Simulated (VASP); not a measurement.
Consider the following.

```
CELL_PARAMETERS angstrom
      2.83052     0.00000     0.00000
      0.00000     2.83052     0.00000
      0.00000     0.00000     2.83052
ATOMIC_POSITIONS crystal
  Al 0.50000 0.50000 0.50000
  Co 0.00000 0.00000 0.00000
```

These are TPSS meta-GGA, VASP's PBE PAW potentials (set 64) (plane waves; VASP) values and carry that method's errors. Settings: 520 eV cut-off, 14×14×14 Γ-centred mesh, tetrahedra with Blöchl corrections, potentials Al Co.

### Question
Give the energies of bands 1 to 9 at the high-symmetry points, in eV from the Fermi level.

### Answer

| band | Γ | X | M | R |
|---|---|---|---|---|
| 1 | -11.28 | -6.93 | -5.45 | -4.17 |
| 2 | -3.11 | -6.80 | -3.20 | -4.17 |
| 3 | -3.11 | -2.49 | -2.79 | -4.17 |
| 4 | -1.02 | -1.91 | -2.79 | -0.22 |
| 5 | -1.02 | -1.91 | -1.71 | -0.22 |
| 6 | -1.02 | -0.91 | -1.71 | 2.30 |
| 7 | 6.04 | 0.17 | -0.26 | 2.30 |
| 8 | 6.04 | 8.27 | 2.46 | 2.30 |
| 9 | 6.04 | 10.66 | 3.48 | 4.33 |

It has no gap at this level: it comes out as a metal or semimetal.

The compound is CoAl in the CsCl type structure. It was relaxed first. The run is not spin-polarised, so no magnetic state was tried.
